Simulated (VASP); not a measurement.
Input of a VASP 6.6.1 run:

The input INCAR:

```
  ALGO = Normal
  EDIFF = 1E-6
  EDIFFG = -0.01
  ENCUT = 520
  GGA = PE
  IBRION = 2
  ISIF = 3
  ISMEAR = 0
  KPAR = 4
  LASPH = True
  LCHARG = False
  LREAL = False
  LWAVE = False
  NELM = 120
  NSW = 90
  PREC = Accurate
  SIGMA = 0.1
```

The input KPOINTS:

```
k-points
0
Gamma
  8 8 8
```

Contents of POSCAR:

```
Ge3B2C3
1.0
    3.1278149100      1.8058447800      2.6510000200
   -3.1278149100      1.8058447800      2.6510000200
    0.0000000000     -3.6116895600      2.6510000200
Ge B C
3 2 3
Direct
    0.9959273400      0.4905336700      0.4905336700
    0.4905336700      0.9959273400      0.4905336700
    0.4905336700      0.4905336700      0.9959273400
    0.0088033300      0.0088033300      0.0088033300
    0.7852399000      0.7852399000      0.7852399000
    0.2260660800      0.2260660800      0.7772201300
    0.2260660800      0.7772201300      0.2260660800
    0.7772201300      0.2260660800      0.2260660800
```

Potentials or basis: VASP PAW PBE potentials, release 64 (Ge_d, B, C).

Run with:

```console
$ cat potpaw_PBE.64/Ge_d/POTCAR potpaw_PBE.64/B/POTCAR potpaw_PBE.64/C/POTCAR > POTCAR
$ mpirun -np 4 vasp_std > vasp.out
```

Task: Predict the relaxed volume.

Result: 11.16 Å³/atom.

Task: Predict the relaxed cell.

Result: a = 4.472 Å, b = 4.472 Å, c = 4.472 Å, α = 88.33°, β = 88.33°, γ = 88.33°.

Task: What does it give for the space group after relaxing (to 0.05 Å)?

Result: R3m (No. 160).

The path:
```csv
step,energy change (eV),largest force (eV/Å),pressure (GPa),volume (Å³)
1,0.0000,0.1581,-1.13,89.84
2,-0.0040,0.0304,0.62,88.81
3,-0.0048,0.0685,0.37,89.10
4,-0.0063,0.0281,0.13,89.19
5,-0.0064,0.0388,0.08,89.22
6,-0.0066,0.0072,-0.08,89.30
```
